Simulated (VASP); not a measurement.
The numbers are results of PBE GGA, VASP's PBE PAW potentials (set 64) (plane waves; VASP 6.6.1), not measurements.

VASP input:

POSCAR:
```
CdTe
1
   -0.0000000000     3.3138462848     3.3138462848
    3.3138462848     0.0000000000     3.3138462848
    3.3138462848     3.3138462848     0.0000000000
Cd Te
1 1
Direct
  0.0000000000   0.0000000000   0.0000000000
  0.2500000000   0.2500000000   0.2500000000
```

KPOINTS:
```
Automatic mesh
0
G
 7 7 7
```

### INCAR
```
ALGO = Normal
EDIFF = 1E-6
EDIFFG = -0.02
ENCUT = 500
GGA = PE
IBRION = 2
ISIF = 3
ISMEAR = 0
LASPH = .TRUE.
LCHARG = .FALSE.
LMAXMIX = 4
LREAL = .FALSE.
LWAVE = .FALSE.
NELM = 100
NSW = 40
PREC = Accurate
SIGMA = 0.05
SYSTEM = CdTe
```

POTCAR, in this order: Cd Te (PBE.64 set). Program: vasp_std.

The resulting files:

**OSZICAR**
```
       N       E                     dE             d eps       ncg     rms          rms(c)
DAV:   1     0.990163761408E+02    0.99016E+02   -0.80133E+03   520   0.115E+03
DAV:   2    -0.944982614774E+00   -0.99961E+02   -0.96428E+02   575   0.268E+02
DAV:   3    -0.500673865433E+01   -0.40618E+01   -0.40539E+01   650   0.578E+01
DAV:   4    -0.504634407295E+01   -0.39605E-01   -0.39602E-01   745   0.499E+00
DAV:   5    -0.504644969423E+01   -0.10562E-03   -0.10562E-03   615   0.245E-01    0.507E+00
DAV:   6    -0.482421910651E+01    0.22223E+00   -0.46642E-01   580   0.856E+00    0.419E+00
DAV:   7    -0.480945275054E+01    0.14766E-01   -0.11513E-01   590   0.245E+00    0.166E+00
DAV:   8    -0.481029653474E+01   -0.84378E-03   -0.97816E-03   550   0.135E+00    0.474E-01
DAV:   9    -0.481065029031E+01   -0.35376E-03   -0.10034E-03   605   0.355E-01    0.999E-02
DAV:  10    -0.481071846313E+01   -0.68173E-04   -0.12242E-04   570   0.116E-01    0.513E-02
DAV:  11    -0.481076463659E+01   -0.46173E-04   -0.86613E-05   533   0.630E-02    0.338E-02
DAV:  12    -0.481076351650E+01    0.11201E-05   -0.33396E-06   625   0.158E-02    0.189E-02
DAV:  13    -0.481076339872E+01    0.11777E-06   -0.64231E-07   380   0.447E-03
   1 F= -.48107634E+01 E0= -.48107634E+01  d E =-.481076E+01
```

File OUTCAR:
```
------------------------ aborting loop because EDIFF is reached ----------------------------------------
  FORCE on cell =-STRESS in cart. coord.  units (eV):
  Direction    XX          YY          ZZ          XY          YZ          ZX
  --------------------------------------------------------------------------------------
  Total       -0.0194605     -0.0194605     -0.0194605      0.0000000      0.0000000     -0.0000000
  in kB       -0.4283882     -0.4283882     -0.4283882      0.0000000      0.0000000     -0.0000000
  external PRESSURE =      -0.4283882 kB  Pullay stress =       0.0000000 kB
  volume of cell :       72.78
      direct lattice vectors                 reciprocal lattice vectors
     0.000000000  3.313846285  3.313846285    -0.150882074  0.150882074  0.150882074
     3.313846285  0.000000000  3.313846285     0.150882074 -0.150882074  0.150882074
     3.313846285  3.313846285  0.000000000     0.150882074  0.150882074 -0.150882074
  FREE ENERGIE OF THE ION-ELECTRON SYSTEM (eV)
  ---------------------------------------------------
  free  energy   TOTEN  =        -4.8107633987 eV

  energy  without entropy=       -4.8107633987  energy(sigma->0) =       -4.81076340

 reached required accuracy - stopping structural energy minimisation
```
(Selected blocks of OUTCAR.)

The compound is CdTe in the zinc blende structure. It was relaxed first, which changed the volume by +7 %.
